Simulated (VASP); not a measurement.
```
SnO2
1.0
    4.77683     0.00000     0.00000
    0.00000     4.77683     0.00000
    0.00000     0.00000     3.22658
Sn O
2 4
Cartesian
  0.00000   0.00000   0.00000
  2.38841   2.38841   1.61329
  1.46265   1.46265   0.00000
  3.85106   0.92576   1.61329
  0.92576   3.85106   1.61329
  3.31418   3.31418   0.00000
```

All values below come from vdW-DF-cx, VASP's PBE PAW potentials (set 64) (plane waves; VASP 6.6.1). Settings: 520 eV cut-off, Gaussian smearing of 0.050 eV, potentials Sn_d O.

Unless said otherwise, spin-orbit coupling is left out, though it shifts the bands of the heavy elements here.

Task: Estimate the band gap (along the path) with the smallest direct gap where there is one.

Result: 
| Item | Result |
|---|---|
| band gap (along the path) | 0.89 eV |
| smallest direct gap (along the path) | 0.89 eV |

The absolute energy has meaning only against runs of the same code, potentials and settings.

The compound is SnO2 in the rutile structure. It was relaxed first.
